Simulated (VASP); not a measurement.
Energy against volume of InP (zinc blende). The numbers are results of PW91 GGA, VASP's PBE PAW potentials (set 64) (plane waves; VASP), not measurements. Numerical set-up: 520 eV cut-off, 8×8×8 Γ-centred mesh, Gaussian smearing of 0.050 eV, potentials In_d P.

| V (Å³/atom) | E (eV/atom) |
|---|---|
| 25.625 | -4.22232 |
| 26.418 | -4.22730 |
| 27.211 | -4.22334 |
| 28.003 | -4.21184 |

Task: Fit these four points and predict the energy of the run at 24.833 Å³/atom.

Result: A cubic in V^(−2/3), the third-order Birch-Murnaghan form, passes through the four points with V0 = 26.44 Å³/atom and B0 = 60 GPa, and gives -4.2068 eV/atom there. The run gave -4.2067 eV/atom, +0.0 meV/atom from the fit; all five points give B0 = 60 GPa.

The compound is InP in the zinc blende structure. It was relaxed first.
